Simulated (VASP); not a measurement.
OSZICAR of a VASP run on CdS (zinc blende):

**OSZICAR**
```
       N       E                     dE             d eps       ncg     rms          rms(c)
DAV:   1     0.108861535180E+03    0.10886E+03   -0.93138E+03   528   0.126E+03
DAV:   2    -0.292147504972E+01   -0.11178E+03   -0.10591E+03   560   0.300E+02
DAV:   3    -0.787931123622E+01   -0.49578E+01   -0.49388E+01   635   0.651E+01
DAV:   4    -0.791577295174E+01   -0.36462E-01   -0.36441E-01   580   0.556E+00
DAV:   5    -0.791629746425E+01   -0.52451E-03   -0.52451E-03   635   0.652E-01    0.851E+00
DAV:   6    -0.743242938697E+01    0.48387E+00   -0.98073E-01   767   0.144E+01    0.660E+00
DAV:   7    -0.740646069190E+01    0.25969E-01   -0.16972E-01   535   0.346E+00    0.312E+00
DAV:   8    -0.740123436398E+01    0.52263E-02   -0.19639E-02   575   0.211E+00    0.251E-01
DAV:   9    -0.740075743009E+01    0.47693E-03   -0.27191E-03   600   0.904E-01    0.616E-02
DAV:  10    -0.740074704039E+01    0.10390E-04   -0.21205E-04   565   0.189E-01    0.634E-02
DAV:  11    -0.740075796123E+01   -0.10921E-04   -0.41420E-05   570   0.790E-02    0.263E-02
DAV:  12    -0.740075312005E+01    0.48412E-05   -0.25755E-05   721   0.732E-02    0.539E-03
DAV:  13    -0.740075317829E+01   -0.58234E-07   -0.14331E-06   387   0.112E-02
   1 F= -.74007532E+01 E0= -.74007532E+01  d E =-.740075E+01
       N       E                     dE             d eps       ncg     rms          rms(c)
DAV:   1    -0.762995163562E+01   -0.22920E+00   -0.44568E+00   570   0.297E+01    0.338E+00
DAV:   2    -0.742458561216E+01    0.20537E+00   -0.55746E-01   585   0.130E+01    0.119E+00
DAV:   3    -0.740770528805E+01    0.16880E-01   -0.53924E-02   550   0.268E+00    0.973E-01
DAV:   4    -0.740592855837E+01    0.17767E-02   -0.30075E-03   525   0.677E-01    0.221E-01
DAV:   5    -0.740572973491E+01    0.19882E-03   -0.45598E-04   640   0.380E-01    0.970E-02
DAV:   6    -0.740573312760E+01   -0.33927E-05   -0.90603E-05   535   0.114E-01    0.304E-02
DAV:   7    -0.740573309353E+01    0.34062E-07   -0.33846E-06   595   0.203E-02
   2 F= -.74057331E+01 E0= -.74057331E+01  d E =-.497992E-02
       N       E                     dE             d eps       ncg     rms          rms(c)
DAV:   1    -0.742640524058E+01   -0.20672E-01   -0.39878E-01   560   0.911E+00    0.108E+00
DAV:   2    -0.740878143096E+01    0.17624E-01   -0.45100E-02   575   0.362E+00    0.405E-01
DAV:   3    -0.740710925062E+01    0.16722E-02   -0.47631E-03   570   0.862E-01    0.340E-01
DAV:   4    -0.740691537821E+01    0.19387E-03   -0.27274E-04   520   0.191E-01    0.639E-02
DAV:   5    -0.740689618798E+01    0.19190E-04   -0.59327E-05   645   0.135E-01    0.166E-02
DAV:   6    -0.740689633878E+01   -0.15081E-06   -0.73259E-06   520   0.363E-02
   3 F= -.74068963E+01 E0= -.74068963E+01  d E =-.614316E-02
```

Question: Which electronic solver shows in the log?

Answer: It is blocked Davidson (ALGO = Normal, or the opening steps of other solvers). The INCAR had ALGO = Normal.

Question: Can the final energy be trusted as converged?

Answer: The run converged. It stopped with EDIFF = 1E-6, NELM = 100, NSW = 60 and EDIFFG = -0.01 after 3 ionic steps (LDA (Ceperley-Alder, Perdew-Zunger), plane waves, VASP's LDA PAW potentials (set 64)). Energy and stress use the plane-wave basis of the starting cell.

The compound is CdS in the zinc blende structure, a metastable form; wurtzite is the usual one. This run relaxes it. Symmetry was kept, so distortions that lower it aren't found.
